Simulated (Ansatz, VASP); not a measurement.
# FeSe2: VASP beside Ansatz

```
Fe Se
1.0
     4.78850    0.00000    0.00000
     0.00000    5.77820    0.00000
     0.00000    0.00000    3.58210
Fe Se
2 4
Direct
  0.00000 0.00000 0.00000
  0.50000 0.50000 0.50000
  0.21480 0.36920 0.00000
  0.78520 0.63080 0.00000
  0.71480 0.13080 0.50000
  0.28520 0.86920 0.50000
```

Alike in both runs: task single point; functional LDA; k mesh 4 × 4 × 5; occupations gaussian, width 0.05 eV; collinear spin; Hubbard terms Fe d U = 1.0 eV.

```csv
,VASP,Ansatz
version,VASP 6.6.1,Ansatz 0.2.0
potentials or method,"VASP PAW LDA potentials, release 64 (Fe, Se)","scalar-relativistic, plane waves, PAW"
plane-wave cutoff (eV),520,420
valence electrons in the cell,40,96
```

VASP gave:

```
gap on the k mesh at the Fermi level (eV)       : 0.56
least direct gap on the mesh (eV)               : 0.97
pressure (GPa)                                  : -8.0
largest component of the traceless stress (GPa) : 0.69
rms of the force components (eV/Å)              : 0.104
net moment per atom (μB)                        : 0.00
```

Question: What did Ansatz give for the same quantities?

Answer: gap on the k mesh at the Fermi level (eV): 0.60; least direct gap on the mesh (eV): 1.02; pressure (GPa): -8.3; largest component of the traceless stress (GPa): 0.73; rms of the force components (eV/Å): 0.089; net moment per atom (μB): 0.00.

The programs project onto different local orbitals, so the same U acts differently. Atom by atom the forces differ by 0.016 eV/Å (rms over components). The two sets of potentials don't hold the same shells in valence. Ansatz warned: «seeded_moment_not_kept».

Caveats: an odd mesh through Γ misses points on the zone boundary, where band edges often lie. The state reached can hang on the start; a lower one may exist.
